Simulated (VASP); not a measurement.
Consider the following.

```xyz
4
Lattice="2.8867 0.0000 0.0000 -1.4434 2.5000 0.0000 0.0000 0.0000 5.3528" Properties=species:S:1:pos:R:3 pbc="T T T"
Ru    -1.4434     2.5000     0.0000
Ru    -1.4434     2.5000     2.6764
C      0.0000     1.6667     1.3382
C      1.4434     0.8333     4.0146
```

All values below come from PBEsol GGA, VASP's PBE PAW potentials (set 64) (plane waves; VASP). Numerical set-up: 520 eV cut-off, Gaussian smearing of 0.050 eV, potentials Ru_pv C.

**Question.** Give the energies of bands 9 to 21 at the high-symmetry points, in eV from the Fermi level.

**Answer.** 
```
band      Γ      M      K      A      L      H
----  -----  -----  -----  -----  -----  -----
9     -8.79  -9.12  -7.66  -6.63  -7.77  -7.51
10    -6.16  -7.60  -7.37  -6.63  -7.77  -7.51
11    -6.00  -6.42  -7.37  -4.90  -5.65  -6.08
12    -6.00  -5.78  -6.01  -4.90  -5.65  -6.08
13    -3.12  -4.83  -6.01  -4.90  -5.04  -5.61
14    -3.12  -3.42  -2.90  -4.90  -5.04  -5.61
15    -3.02  -3.32  -2.15  -2.24  -3.45  -2.79
16    -3.02  -1.49  -2.15  -2.24  -3.45  -2.79
17    -1.18  -1.30  -0.97  -2.24  -0.13  -0.39
18    -0.72  -0.31  -0.72  -2.24  -0.13  -0.39
19    -0.72   0.05  -0.72  -1.03   0.67   1.31
20     0.06   0.65   0.26  -1.03   0.67   1.31
21     0.06   0.96   3.80   3.44   3.23   1.52
```

It has no gap at this level: it comes out as a metal or semimetal.

The structure was generated: RuC was put into the NiAs type type (P6_3/mmc), which need not be its known phase. It was relaxed first, which changed the volume by -28 %.
